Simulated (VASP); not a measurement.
Consider the following.

```
CELL_PARAMETERS angstrom
      4.25773     0.00000     0.00000
      0.00000     4.25773     0.00000
      0.00000     0.00000     2.69786
ATOMIC_POSITIONS crystal
  Si 0.00000 0.00000 0.00000
  Si 0.50000 0.50000 0.50000
  O  0.30729 0.30729 0.00000
  O  0.80729 0.19271 0.50000
  O  0.19271 0.80729 0.50000
  O  0.69271 0.69271 0.00000
```

The numbers are results of revPBE GGA, VASP's PBE PAW potentials (set 64) (plane waves; VASP 6.6.1), not measurements. Numerical set-up: 520 eV cut-off, Gaussian smearing of 0.050 eV, potentials Si O.

Problem. Give the energies of bands 6 to 19 at the high-symmetry points, in eV from the valence-band maximum.

Solution. 
```json
[
 {"band": "6", "Γ": "-6.14", "X": "-8.96", "M": "-7.65", "Z": "-9.26", "R": "-9.13", "A": "-10.37"},
 {"band": "7", "Γ": "-6.14", "X": "-4.37", "M": "-5.68", "Z": "-6.62", "R": "-7.75", "A": "-7.74"},
 {"band": "8", "Γ": "-5.77", "X": "-4.37", "M": "-5.68", "Z": "-6.62", "R": "-7.75", "A": "-7.74"},
 {"band": "9", "Γ": "-5.12", "X": "-4.27", "M": "-3.87", "Z": "-6.06", "R": "-6.27", "A": "-4.44"},
 {"band": "10", "Γ": "-4.90", "X": "-4.27", "M": "-3.87", "Z": "-6.06", "R": "-6.27", "A": "-4.44"},
 {"band": "11", "Γ": "-2.97", "X": "-3.62", "M": "-3.08", "Z": "-4.39", "R": "-3.72", "A": "-4.27"},
 {"band": "12", "Γ": "-2.97", "X": "-3.62", "M": "-3.08", "Z": "-4.39", "R": "-3.72", "A": "-4.27"},
 {"band": "13", "Γ": "-2.48", "X": "-2.58", "M": "-2.47", "Z": "-2.77", "R": "-2.17", "A": "-1.71"},
 {"band": "14", "Γ": "-0.83", "X": "-2.58", "M": "-2.47", "Z": "-2.77", "R": "-2.17", "A": "-1.71"},
 {"band": "15", "Γ": "-0.83", "X": "-1.03", "M": "-2.12", "Z": "-2.52", "R": "-1.62", "A": "-1.44"},
 {"band": "16", "Γ": "0.00", "X": "-1.03", "M": "-2.12", "Z": "-2.52", "R": "-1.62", "A": "-1.44"},
 {"band": "17", "Γ": "4.89", "X": "7.22", "M": "6.95", "Z": "8.56", "R": "8.38", "A": "6.75"},
 {"band": "18", "Γ": "6.66", "X": "7.22", "M": "6.95", "Z": "8.56", "R": "8.38", "A": "6.75"},
 {"band": "19", "Γ": "8.29", "X": "8.90", "M": "9.77", "Z": "12.09", "R": "9.35", "A": "10.67"}
]
```

The gap is direct, 4.89 eV, from the valence maximum at Γ to the conduction minimum at Γ.

The compound is SiO2 in the rutile structure, stishovite, a high-pressure form. It was relaxed first.
